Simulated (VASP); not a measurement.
An input for Quantum ESPRESSO's pw.x (written as the equivalent of a VASP run, and not itself run):

```
&CONTROL
  calculation = 'scf'
  pseudo_dir = './pseudo'
  outdir = './out'
  tprnfor = .true.
  tstress = .true.
/
&SYSTEM
  ibrav = 0
  nat = 3
  ntyp = 2
  ecutwfc = 68
  occupations = 'tetrahedra'
  input_dft = 'pbe'
/
&ELECTRONS
  conv_thr = 7.3e-09
  electron_maxstep = 100
/
ATOMIC_SPECIES
  Sr 87.620 Sr.upf
  Cl 35.450 Cl.upf
CELL_PARAMETERS angstrom
     0.0000000    3.5201566    3.5201566
     3.5201566    0.0000000    3.5201566
     3.5201566    3.5201566    0.0000000
ATOMIC_POSITIONS crystal
  Sr   0.0000000  0.0000000  0.0000000
  Cl   0.2500000  0.2500000  0.2500000
  Cl   0.7500000  0.7500000  0.7500000
K_POINTS automatic
  6 6 6 0 0 0
```

Question: Translate this input to VASP (INCAR, KPOINTS, POSCAR, choice of POTCAR).

Answer: This is not unique; one that fits is 
**POSCAR**
```
SrCl2
1
    0.0000000000     3.5201566424     3.5201566424
    3.5201566424     0.0000000000     3.5201566424
    3.5201566424     3.5201566424     0.0000000000
Sr Cl
1 2
Direct
  0.0000000000   0.0000000000   0.0000000000
  0.2500000000   0.2500000000   0.2500000000
  0.7500000000   0.7500000000   0.7500000000
```

KPOINTS:
```
Automatic mesh
0
Gamma
6 6 6
0 0 0
```

### INCAR
```
! general
SYSTEM  = SrCl2
PREC    = Accurate
ENCUT   = 520
LREAL   = .False.   ! projection in real space or not
LASPH   = .True.

! electronic loop
EDIFF   = 1E-7   ! SCF stop (eV)
NELM    = 100
ALGO    = Normal   ! blocked Davidson
LMAXMIX = 4   ! l cut-off of mixed one-centre charges

! smearing
ISMEAR  = -5   ! tetrahedra, Bloechl

! functional
GGA     = PE

! ions
ISIF    = 2   ! forces and stress, cell fixed

! output
LWAVE   = .False.
LCHARG  = .True.
LORBIT  = 11   ! lm-projected
NEDOS   = 601

! other
LEFG    = .True.
```

POTCAR, in this order: Sr_sv Cl (PBE.64 set). Program: vasp_std.

The two are equivalent in intent, not identical: the potentials are each code's own (VASP's PAW set, PseudoDojo norm-conserving files in pw.x), so ENCUT and ecutwfc are chosen apart and not converted; conv_thr bounds pw.x's estimated SCF error, while EDIFF bounds the energy change between steps; the field gradients of LEFG aren't asked of the other code.

The compound is SrCl2 in the fluorite structure. It was relaxed first.
